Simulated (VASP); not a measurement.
Level of theory: PBE GGA with D3 dispersion (Becke-Johnson damping), VASP's PBE PAW potentials (set 64) (plane waves; VASP).

VASP input:

**INCAR**
```
! general
SYSTEM = LiF
PREC   = Accurate
ENCUT  = 520
LREAL  = .False.
LASPH  = .True.

! electronic loop
EDIFF  = 1E-6
NELM   = 100
ALGO   = Normal

! smearing
ISMEAR = 0
SIGMA  = 0.05

! functional
GGA    = PE
IVDW   = 12

! ions
IBRION = 2
NSW    = 60
ISIF   = 3
EDIFFG = -0.01

! output
LWAVE  = .False.
LCHARG = .False.
```

KPOINTS:
```
Automatic mesh
0
Gamma
10 10 10
0 0 0
```

### POSCAR
```
LiF
1
    0.0000000000     1.9968972940     1.9968972940
    1.9968972940     0.0000000000     1.9968972940
    1.9968972940     1.9968972940     0.0000000000
Li F
1 1
Direct
  0.0000000000   0.0000000000   0.0000000000
  0.5000000000   0.5000000000   0.5000000000
```

POTCAR, in this order: Li_sv F (PBE.64 set). Program: vasp_std.

Question: Predict the energy per atom (σ→0), dispersion energy, band gap (on the k-mesh).

Answer: 
| Property | Value |
|---|---|
| energy per atom (σ→0) | -4.998 eV/atom |
| dispersion energy | -0.366 eV |
| band gap (on the k-mesh) | 9.32 eV |

File OSZICAR:
```
...
DAV:   6    -0.961830247987E+01    0.52159E+00   -0.27586E+00   862   0.131E+01    0.138E+00
DAV:   7    -0.962250724155E+01   -0.42048E-02   -0.20015E-02  1181   0.158E+00    0.850E-01
DAV:   8    -0.962921505427E+01   -0.67078E-02   -0.15743E-02  1134   0.164E+00    0.968E-02
DAV:   9    -0.962930598852E+01   -0.90934E-04   -0.81285E-04   917   0.313E-01    0.406E-02
DAV:  10    -0.962936709915E+01   -0.61111E-04   -0.13594E-04   959   0.112E-01    0.687E-03
DAV:  11    -0.962936946907E+01   -0.23699E-05   -0.24743E-06  1155   0.210E-02    0.186E-03
DAV:  12    -0.962936961875E+01   -0.14968E-06   -0.52464E-07   899   0.862E-03
   1 F= -.99956715E+01 E0= -.99956715E+01  d E =-.999567E+01
```

The compound is LiF in the rock salt structure. It was relaxed first. The start is the result of an earlier pass.
